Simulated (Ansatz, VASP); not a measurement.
# Li4Si: VASP beside Ansatz

```
Li Si
1.0
    -2.96329    2.96329    2.96329
     2.96329   -2.96329    2.96329
     2.96329    2.96329   -2.96329
Li Si
4 1
Direct
  0.50000 0.50000 0.50000
  0.00000 0.00000 0.50000
  0.00000 0.50000 0.00000
  0.50000 0.00000 0.00000
  0.00000 0.00000 0.00000
```

Alike in both runs: functional PBE; k mesh 8 × 8 × 8; occupations gaussian, width 0.02 eV; no spin polarisation.

Ansatz relaxed the structure, and its values are those at the end. VASP's run is a single point on that final structure, the one shown.

|  | VASP | Ansatz |
| --- | --- | --- |
| version | VASP 6.6.1 | Ansatz 0.2.0 |
| potentials or method | VASP PAW PBE potentials, release 64 (Li_sv, Si) | scalar-relativistic, plane waves, PAW |
| plane-wave cutoff (eV) | 520 | 420 |
| valence electrons in the cell | 16 | 16 |

|  | VASP | Ansatz | Ansatz less VASP |
| --- | --- | --- | --- |
| gap on the k mesh at the Fermi level (eV) | 0.34 | 0.34 | +0.004 |
| least direct gap on the mesh (eV) | 0.60 | 0.60 | +0.009 |
